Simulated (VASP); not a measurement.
Input:

```xyz
2
Lattice="0.0000 2.6886 2.6886 2.6886 0.0000 2.6886 2.6886 2.6886 0.0000" Properties=species:S:1:pos:R:3 pbc="T T T"
Rh     0.0000     0.0000     0.0000
Sb     2.6886     2.6886     2.6886
```

All values below come from r2SCAN meta-GGA, VASP's PBE PAW potentials (set 64) (plane waves; VASP). Numerical set-up: 400 eV cut-off, 13×13×13 Γ-centred mesh, tetrahedra with Blöchl corrections, potentials Rh_pv Sb.

Unless said otherwise, spin-orbit coupling is left out, though it shifts the bands of the heavy elements here.

**Question.** Estimate the energy per atom (σ→0), band gap (over mesh and band path) with the smallest direct gap where there is one.

**Answer.** 
```
Property                                                              Result
----------------------------------  ----------------------------------------
band gap (over mesh and band path)  none (metal, semimetal or under 0.01 eV)
energy per atom (σ→0)                                -2417.3 kJ/mol of atoms
```

The absolute energy has meaning only against runs of the same code, potentials and settings.

The structure was generated: RhSb was put into the rock salt type (Fm-3m), which need not be its known phase. It was relaxed first, which changed the volume by -30 %.
